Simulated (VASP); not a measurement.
The input files of a VASP run:

File KPOINTS:
```
Automatic
0
Gamma
  5 5 7
```

**INCAR**
```
! general
SYSTEM  = ZnF2
PREC    = Accurate
ENCUT   = 520
LREAL   = .FALSE.
LASPH   = .TRUE.

! electronic loop
EDIFF   = 1E-6
NELM    = 100
ALGO    = Normal
LMAXMIX = 4

! smearing
ISMEAR  = 0
SIGMA   = 0.05

! ions
IBRION  = 2
NSW     = 60
ISIF    = 3
EDIFFG  = -0.02

! output
LWAVE   = .FALSE.
LCHARG  = .FALSE.
```

### POSCAR
```
ZnF2
1
    4.6485067285     0.0000000000     0.0000000000
    0.0000000000     4.6485067285     0.0000000000
    0.0000000000     0.0000000000     3.0914031341
Zn F
2 4
Direct
  0.0000000000   0.0000000000   0.0000000000
  0.5000000000   0.5000000000   0.5000000000
  0.3033060058   0.3033060058   0.0000000000
  0.8033060058   0.1966939942   0.5000000000
  0.1966939942   0.8033060058   0.5000000000
  0.6966939942   0.6966939942   0.0000000000
```

POTCAR, in this order: Zn F (LDA.64 set). Program: vasp_std.

Question: Write an equivalent input for Ansatz.

Answer: One equivalent input (not run):
Ansatz 0.2 input:
```yaml
crystal:
  lattice:
    - [4.6485067, 0.0000000, 0.0000000]
    - [0.0000000, 4.6485067, 0.0000000]
    - [0.0000000, 0.0000000, 3.0914031]
  atoms:
    - { symbol: Zn, position: [0.0000000, 0.0000000, 0.0000000] }
    - { symbol: Zn, position: [0.5000000, 0.5000000, 0.5000000] }
    - { symbol: F, position: [0.3033060, 0.3033060, 0.0000000] }
    - { symbol: F, position: [0.8033060, 0.1966940, 0.5000000] }
    - { symbol: F, position: [0.1966940, 0.8033060, 0.5000000] }
    - { symbol: F, position: [0.6966940, 0.6966940, 0.0000000] }
kpoints:
  mp_grid: { grid: [5, 5, 7] }
hamiltonian:
  xc: lda
  pseudopotentials: { kind: paw }
scf:
  occupations: { method: gaussian, width: 0.05 }
  max_iter: 100
relax:
  max_steps: 60
  f_tol: 0.02
  cell: {}
output: { forces: true, stress: true, eigenvalues: true }
```
The two are equivalent in intent, not identical: each code has its own PAW files, so the cut-off isn't converted (ENCUT is set for VASP's; basis.ecutwfc is left out, and Ansatz then takes the one that its files recommend); Ansatz stops its SCF on the density residual and VASP on the energy change (EDIFF); Ansatz's lda is the Perdew-Wang form, while the LDA potentials of VASP carry Perdew-Zunger's.

The compound is ZnF2 in the rutile structure. This run relaxes it. Symmetry was kept, so distortions that lower it aren't found. The start is the result of an earlier pass.
